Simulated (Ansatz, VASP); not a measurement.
# Cross-check of Y2NOF (Y2NOF MXene monolayer) between VASP and Ansatz, part 2 of 2

Aim: how closely do two programs agree when they are given the same cell, functional and k mesh? The structure shown is the end of the Ansatz relaxation below.

VASP 6.6.1 and Ansatz 0.2.0.

So far: The starting structure; Ansatz: relaxation, PBEsol with D3(BJ).

## (3) VASP: single point, PBEsol with D3(BJ)

Level of this step: PBEsol with D3(BJ); plane waves and PAW (F, Y_sv, N, O) (VASP).

The same cell, functional, mesh and smearing now go to VASP, with its own data sets.

Lines of VASP's logs that name or quote its potential files are left out, and so is its time.

The input, INCAR:

```
SYSTEM = Y2NOF
PREC = Accurate
ENCUT = 520
EDIFF = 1E-06
NELM = 120
ISMEAR = -1
SIGMA = 0.05
LREAL = .FALSE.
ALGO = Normal
GGA = PS
IVDW = 12
NBANDS = 26
LASPH = .TRUE.
LORBIT = 11
LWAVE = .FALSE.
LCHARG = .FALSE.
ISIF = 2
LDIPOL = .TRUE.
IDIPOL = 3
DIPOL = 0.5 0.5 0.499
LVHAR = .TRUE.
GGA_COMPAT = .FALSE.
EFERMI = MIDGAP
NELMDL = -8
KPAR = 2
```

The input, POSCAR:

```
Y2NOF
1.0
    3.4795011071      0.0000000000      0.0000000000
   -1.7397505535      3.0133363512      0.0000000000
    0.0000000000      0.0000000000     41.3643051497
F Y N O
1 2 1 1
Direct
    0.3333333333      0.6666666667      0.4396226901
    0.6666666667      0.3333333333      0.4685786089
    0.3333333333      0.6666666667      0.5364419191
    0.0000000000      0.0000000000      0.4952991966
    0.6666666667      0.3333333333      0.5539289519
```

The input, KPOINTS:

```
Automatic mesh
0
Gamma
12 12 1
0 0 0
```

Potentials, in the order of the species: F, Y_sv, N and O (PBE family, release 64).

Launch:

```console
$ mpirun -np 2 vasp_std
```

Numbers of over 12 decimals in the logs are rounded to 6 here.

Log:

```text
[banner, memory and clock lines left out]
running    2 mpi-ranks, on    1 nodes
 distrk:  each k-point on    1 cores,    2 groups
 distr:  one band on    1 cores,    1 groups

 POSCAR found type information on POSCAR F Y N O
 POSCAR found :  4 types and       5 ions
|                                                                             |
|               ----> ADVICE to this user running VASP <----                  |
|                                                                             |
|     You enforced a specific xc type in the INCAR file but a different       |
|     [... a line on the potential file left out ...]
|     I HOPE YOU KNOW WHAT YOU ARE DOING!                                     |
|                                                                             |

 LDA part: xc-table for (Slater+PW92), standard interpolation
 POSCAR, INCAR and KPOINTS ok, starting setup
 FFT: planning ... GRIDC
 FFT: planning ... GRID_SOFT
 FFT: planning ... GRID
 WAVECAR not read
 entering main loop
       N       E                     dE             d eps       ncg     rms          rms(c)
DAV:   1     0.289845356121E+03    0.28985E+03   -0.18470E+04  1380   0.118E+03
DAV:   2    -0.315192211767E+01   -0.29300E+03   -0.28678E+03  1388   0.280E+02
DAV:   3    -0.493981662937E+02   -0.46246E+02   -0.46032E+02  1380   0.984E+01
DAV:   4    -0.518622764910E+02   -0.24641E+01   -0.24573E+01  1604   0.227E+01
DAV:   5    -0.519208024582E+02   -0.58526E-01   -0.58500E-01  1464   0.339E+00
DAV:   6    -0.519223452011E+02   -0.15427E-02   -0.15426E-02  1536   0.510E-01
DAV:   7    -0.519223798584E+02   -0.34657E-04   -0.34657E-04  1456   0.724E-02
DAV:   8    -0.519223804915E+02   -0.63314E-06   -0.63308E-06  1440   0.101E-02    0.513E+01
DAV:   9    -0.442504237074E+02    0.76720E+01   -0.49053E+01  1182   0.379E+01    0.489E+01
DAV:  10    -0.441637128492E+02    0.86711E-01   -0.35110E+00  1368   0.103E+01    0.329E+01
DAV:  11    -0.440120284271E+02    0.15168E+00   -0.15310E+00  1408   0.700E+00    0.292E+00
DAV:  12    -0.439439569115E+02    0.68072E-01   -0.49998E-01  1310   0.332E+00    0.884E-01
DAV:  13    -0.439391572889E+02    0.47996E-02   -0.30913E-02  1336   0.111E+00    0.449E-01
DAV:  14    -0.439323826291E+02    0.67747E-02   -0.86408E-03  1352   0.589E-01    0.292E-01
[...]
DAV:  23    -0.439321482942E+02   -0.12847E-03   -0.79742E-06  1096   0.850E-03    0.206E-03
DAV:  24    -0.439321976100E+02   -0.49316E-04   -0.18061E-06  1032   0.447E-03    0.868E-04
DAV:  25    -0.439322335524E+02   -0.35942E-04   -0.17469E-06  1022   0.346E-03    0.785E-04
DAV:  26    -0.439322431830E+02   -0.96306E-05   -0.21431E-07  1034   0.152E-03    0.303E-04
DAV:  27    -0.439322497622E+02   -0.65792E-05   -0.15667E-07   944   0.116E-03    0.404E-04
DAV:  28    -0.439322517664E+02   -0.20042E-05   -0.21223E-08   984   0.556E-04    0.127E-04
DAV:  29    -0.439322532382E+02   -0.14718E-05   -0.96707E-09   866   0.353E-04    0.101E-04
DAV:  30    -0.439322536993E+02   -0.46112E-06   -0.18014E-09   810   0.200E-04
   1 F= -.44658329E+02 E0= -.44658329E+02  d E =-.643300E-17
```

Parts of OUTCAR (step 3):

```text
ion  position               nearest neighbor table
   1  0.333  0.667  0.440-   2 2.34   2 2.34   2 2.34
   2  0.667  0.333  0.469-   4 2.29   4 2.29   4 2.29   1 2.34   1 2.34   1 2.34   3 3.45   3 3.45
                             3 3.45
   3  0.333  0.667  0.536-   5 2.14   5 2.14   5 2.14   4 2.63   4 2.63   4 2.63   2 3.45   2 3.45
                             2 3.45
   4  0.000  0.000  0.495-   2 2.29   2 2.29   2 2.29   3 2.63   3 2.63   3 2.63
   5  0.667  0.333  0.554-   3 2.14   3 2.14   3 2.14

  LATTYP: Found a hexagonal cell.
 ALAT       =     3.4795011071
 C/A-ratio  =    11.8879988471

 Subroutine GETGRP returns: Found  6 space group operations
 (whereof  6 operations were pure point group operations)

The static configuration has the point symmetry C_3v.

 Found     19 irreducible k-points:

   k-points           NKPTS =     19   k-points in BZ     NKDIM =     19   number of bands    NBANDS=     26

   dimension x,y,z NGX =    28 NGY =   28 NGZ =  320
   dimension x,y,z NGXF=    56 NGYF=   56 NGZF=  640

   ENCUT  =  520.0 eV  38.22 Ry    6.18 a.u.   6.47  6.47 76.91*2*pi/ulx,y,z

   NELECT =      40.0000    total number of electrons

 k-points in reciprocal lattice and weights: Automatic mesh
   0.00000000  0.00000000  0.00000000       0.007
   0.08333333 -0.00000000  0.00000000       0.042
   0.16666667 -0.00000000  0.00000000       0.042
   0.25000000 -0.00000000  0.00000000       0.042
   0.33333333 -0.00000000  0.00000000       0.042
   0.41666667 -0.00000000  0.00000000       0.042
   0.50000000 -0.00000000  0.00000000       0.021
   0.08333333  0.08333333  0.00000000       0.042
   0.16666667  0.08333333  0.00000000       0.083
[...]
0.33333333  0.25000000  0.00000000       0.083
   0.33333333  0.33333333  0.00000000       0.014

 dipolmoment           0.000000      0.000000      0.059339 electrons x Angstroem

 average (electrostatic) potential at core
       1 -83.9269       2 -42.7863       3 -41.9152       4 -70.4096       5 -77.5230

 E-fermi :  -2.9550

 k-point     1 :       0.0000    0.0000    0.0000
  band No.  band energies     occupation
    ...
     16      -7.0054      2.00000
     17      -6.8929      2.00000
     18      -5.3772      2.00000
     19      -4.9162      2.00000
     20      -4.9162      2.00000
     21      -0.6965      0.00000
     22       0.1432      0.00000
     23       0.1432      0.00000
     24       0.6316      0.00000
     25       0.6645      0.00000
    ...

 k-point     2 :       0.0833   -0.0000    0.0000
  band No.  band energies     occupation
    ...
     16      -6.9361      2.00000
     17      -6.7607      2.00000
     18      -5.3566      2.00000
     19      -5.0155      2.00000
     20      -4.9365      2.00000
     21      -0.5945      0.00000
     22       0.0600      0.00000
     23       0.2341      0.00000
     24       0.5671      0.00000
     25       0.7796      0.00000
    ...

 k-point     3 :       0.1667   -0.0000    0.0000
  band No.  band energies     occupation
    ...
     16      -6.7473      2.00000
     17      -6.5869      2.00000
     18      -5.5190      2.00000
     19      -5.0162      2.00000
     20      -4.9818      2.00000
     21      -0.6118      0.00000
     22       0.1569      0.00000
     23       0.4163      0.00000
     24       0.5025      0.00000
     25       1.1286      0.00000
    ...

 Edisp (eV)   -0.72608

  Total      -0.01662    -0.01662    -0.08134    -0.00000     0.00000     0.00000
  in kB      -0.06140    -0.06140    -0.30047    -0.00000     0.00000     0.00000
  external pressure =       -0.14 kB  Pullay stress =        0.00 kB

  energy-cutoff  :      520.00
  volume of cell :      433.70
      direct lattice vectors                 reciprocal lattice vectors
     3.479501107  0.000000000  0.000000000     0.287397523  0.165929037  0.000000000
    -1.739750553  3.013336351  0.000000000     0.000000000  0.331858075  0.000000000
     0.000000000  0.000000000 41.364305150     0.000000000  0.000000000  0.024175433

 POSITION                                       TOTAL-FORCE (eV/Angst)
 -----------------------------------------------------------------------------------
     -0.00000      2.00889     18.18469        -0.000000     -0.000000     -0.001849
      1.73975      1.00445     19.38243        -0.000000     -0.000000      0.000746
     -0.00000      2.00889     22.18955         0.000000     -0.000000     -0.012061
      0.00000      0.00000     20.48771        -0.000000      0.000000      0.006025
      1.73975      1.00445     22.91289         0.000000      0.000000      0.007138
 -----------------------------------------------------------------------------------
    total drift:                                0.000000     -0.000000      0.000168

  FREE ENERGIE OF THE ION-ELECTRON SYSTEM (eV)
  ---------------------------------------------------
  free  energy   TOTEN  =       -44.6583290259 eV

  energy  without entropy=      -44.6583290259  energy(sigma->0) =      -44.65832903

 vacuum level on the upper side and lower side of the slab         1.895         0.871

 total charge
# of ion       s       p       d       f       tot
--------------------------------------------------
    1        1.734   4.357   0.000   0.000   6.091
    2        2.198   6.500   1.105   0.132   9.935
    3        2.198   6.559   1.171   0.157  10.085
    4        1.238   2.421   0.000   0.000   3.659
    5        1.565   3.479   0.000   0.000   5.044
--------------------------------------------------
tot          8.932  23.317   2.276   0.289  34.814

[... 3 further parts left out ...]
```

## (4) Comparison

Known differences besides the potentials themselves: Ansatz cuts the interaction across the vacuum, VASP repeats the sheet with a dipole correction; the cutoff is 420 eV in Ansatz and 520 eV in VASP; Ansatz makes its cores anew for this functional, VASP keeps those of its PBE data sets. Total energies have different zeros and are not compared.

Compared:

| quantity | Ansatz | VASP | difference |
| --- | --- | --- | --- |
| gap on the k mesh (eV) | 3.852 | 3.848 | +0.004 |

At this near-relaxed geometry the largest component of a force difference is 11 meV/Å. A gap on the mesh is an upper bound, since the band edges may lie between its points. With vacuum in the cell, a pressure given here is an average over mostly empty space and none of the material.

## (5) What came out

| Item | Value |
| --- | --- |
| difference in gap on the k mesh (single point, PBEsol with D3(BJ)) | 0.0045 eV |

What this shows: The difference in gap on the k mesh is 0.0045 eV (single point, PBEsol with D3(BJ)), within the 0.08 eV picked in this series as the mark of a large difference. Such differences can come from data sets, numerical settings and the points named under the comparisons, not from the functional's error against experiment.

[Lines on the potential files, build, host, timing and source positions are cut from VASP's logs without a mark.]

[Logs are printed without paths, hosts, clocks, repeated set-up lines and the standing remarks that a program may print on its own settings, such as how far it seeks lower states.]

[Hosts, paths, dates, database ids (printed as entryN), source tags and the programs' standing remarks are cut or masked in the printed files.]
